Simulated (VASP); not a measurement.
```xyz
2
Lattice="0.0000 3.1761 3.1761 3.1761 0.0000 3.1761 3.1761 3.1761 0.0000" Properties=species:S:1:pos:R:3 pbc="T T T"
K      0.0000     0.0000     0.0000
Cl     3.1761     3.1761     3.1761
```

Method: AM05 GGA, VASP's PBE PAW potentials (set 64) (plane waves; VASP). Settings: 520 eV cut-off, 7×7×7 Γ-centred mesh, Gaussian smearing of 0.050 eV, potentials K_sv Cl.

**Question.** What does the run give for the energy per atom (σ→0), band gap (on the k-mesh) with the smallest direct gap where there is one?

**Answer.** 
| Quantity | Result |
|---|---|
| band gap (on the k-mesh) | 5.15 eV |
| smallest direct gap (on the k-mesh) | 5.15 eV |
| energy per atom (σ→0) | -3.356 eV/atom |

Only differences to runs with the same potentials and settings are physical.

The compound is KCl in the rock salt structure. It was relaxed first.
